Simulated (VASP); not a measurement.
OSZICAR of a VASP run on PbF$_{2}$ (fluorite):

File OSZICAR:
```
       N       E                     dE             d eps       ncg     rms          rms(c)
DAV:   1     0.318658915060E+03    0.31866E+03   -0.16415E+04  1656   0.197E+03
DAV:   2     0.140120205101E+02   -0.30465E+03   -0.29317E+03  1886   0.482E+02
DAV:   3    -0.154697065588E+02   -0.29482E+02   -0.29049E+02  1888   0.161E+02
DAV:   4    -0.165011342812E+02   -0.10314E+01   -0.10298E+01  1818   0.305E+01
DAV:   5    -0.165330460843E+02   -0.31912E-01   -0.31910E-01  1850   0.560E+00    0.712E+00
DAV:   6    -0.149575466409E+02    0.15755E+01   -0.84120E+00  2160   0.251E+01    0.262E+00
DAV:   7    -0.149404451567E+02    0.17101E-01   -0.37463E-01  1676   0.438E+00    0.148E+00
DAV:   8    -0.149318878548E+02    0.85573E-02   -0.89491E-02  1664   0.371E+00    0.457E-01
DAV:   9    -0.149298576007E+02    0.20303E-02   -0.17318E-02  1870   0.103E+00    0.955E-02
DAV:  10    -0.149311361569E+02   -0.12786E-02   -0.17214E-03  1664   0.426E-01    0.257E-02
DAV:  11    -0.149311452108E+02   -0.90540E-05   -0.93148E-05  1812   0.107E-01    0.122E-02
DAV:  12    -0.149311637735E+02   -0.18563E-04   -0.58315E-05  1772   0.786E-02    0.109E-02
DAV:  13    -0.149311620460E+02    0.17275E-05   -0.18499E-05  1914   0.493E-02    0.208E-03
DAV:  14    -0.149311621143E+02   -0.68264E-07   -0.97689E-07  1696   0.751E-03
   1 F= -.14931162E+02 E0= -.14931162E+02  d E =-.149312E+02
       N       E                     dE             d eps       ncg     rms          rms(c)
DAV:   1    -0.149314895198E+02   -0.32747E-03   -0.44906E-01  1656   0.531E+00    0.676E-02
DAV:   2    -0.149323005592E+02   -0.81104E-03   -0.84684E-03  1718   0.794E-01    0.300E-02
DAV:   3    -0.149322889433E+02    0.11616E-04   -0.98905E-05  1838   0.965E-02    0.213E-02
DAV:   4    -0.149322744394E+02    0.14504E-04   -0.37179E-05  1742   0.732E-02    0.253E-03
DAV:   5    -0.149322755862E+02   -0.11468E-05   -0.10776E-05  1702   0.249E-02    0.274E-03
DAV:   6    -0.149322755235E+02    0.62736E-07   -0.15024E-07  1266   0.470E-03
   2 F= -.14932276E+02 E0= -.14932276E+02  d E =-.111341E-02
       N       E                     dE             d eps       ncg     rms          rms(c)
DAV:   1    -0.149268858275E+02    0.53898E-02   -0.40419E+00  1656   0.159E+01    0.205E-01
DAV:   2    -0.149342610192E+02   -0.73752E-02   -0.77139E-02  1708   0.239E+00    0.944E-02
DAV:   3    -0.149341478073E+02    0.11321E-03   -0.92629E-04  1822   0.294E-01    0.654E-02
DAV:   4    -0.149340142373E+02    0.13357E-03   -0.28369E-04  1744   0.200E-01    0.117E-02
DAV:   5    -0.149340225135E+02   -0.82763E-05   -0.96892E-05  1708   0.770E-02    0.789E-03
DAV:   6    -0.149340221664E+02    0.34716E-06   -0.28023E-06  1688   0.173E-02    0.194E-03
DAV:   7    -0.149340221785E+02   -0.12089E-07   -0.63487E-07  1698   0.671E-03
   3 F= -.14934022E+02 E0= -.14934022E+02  d E =-.286006E-02
       N       E                     dE             d eps       ncg     rms          rms(c)
DAV:   1    -0.149336971393E+02    0.32503E-03   -0.22215E-01  1656   0.374E+00    0.473E-02
DAV:   2    -0.149340972257E+02   -0.40009E-03   -0.41768E-03  1714   0.558E-01    0.211E-02
DAV:   3    -0.149340915173E+02    0.57084E-05   -0.48535E-05  1826   0.674E-02    0.150E-02
DAV:   4    -0.149340843984E+02    0.71190E-05   -0.18816E-05  1734   0.522E-02    0.174E-03
DAV:   5    -0.149340849686E+02   -0.57023E-06   -0.53597E-06  1696   0.176E-02    0.194E-03
DAV:   6    -0.149340849397E+02    0.28898E-07   -0.72015E-08   950   0.333E-03
   4 F= -.14934085E+02 E0= -.14934085E+02  d E =-.292283E-02
```

Which electronic solver shows in the log?

It is blocked Davidson (ALGO = Normal, or the opening steps of other solvers). The INCAR had ALGO = Normal.

Can the final energy be trusted as converged?

The calculation finished and met its thresholds. It stopped with EDIFF = 1E-7, NELM = 100, NSW = 30 and EDIFFG = -0.01 after 4 ionic steps (PBEsol GGA, plane waves, VASP's PBE PAW potentials (set 64)).

The compound is PbF2 in the fluorite structure, the β form. This cell was strained or had an atom moved on purpose. Symmetry was kept, so distortions that lower it aren't found.
